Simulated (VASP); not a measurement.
Consider the following.

```
Al2Pt
1.0
    0.00000     3.01410     3.01410
    3.01410     0.00000     3.01410
    3.01410     3.01410     0.00000
Al Pt
2 1
Direct
  0.25000   0.25000   0.25000
  0.75000   0.75000   0.75000
  0.00000   0.00000   0.00000
```

Calculation: PBE GGA, VASP's PBE PAW potentials (set 64) (plane waves; VASP). Run with 400 eV cut-off, 8×8×8 Γ-centred mesh, second-order Methfessel-Paxton smearing of 0.050 eV, potentials Al Pt.

Unless said otherwise, spin-orbit coupling is left out, though it shifts the bands of the heavy elements here.

### Question
What does the run give for the energy per atom (σ→0), pressure, band gap (on the k-mesh) with the smallest direct gap where there is one?

### Answer

```json
{
 "band gap (on the k-mesh)": "none (metal, semimetal or under 0.01 eV)",
 "energy per atom (σ→0)": "-5.401 eV/atom",
 "pressure": "-5.01 GPa"
}
```

Only differences to runs with the same potentials and settings are physical.

The compound is PtAl2 in the fluorite structure. The cell was not relaxed at this level. The run is one of a series of settings (ISMEAR = 2, SIGMA = 0.05 against the base run), some of them coarse on purpose.
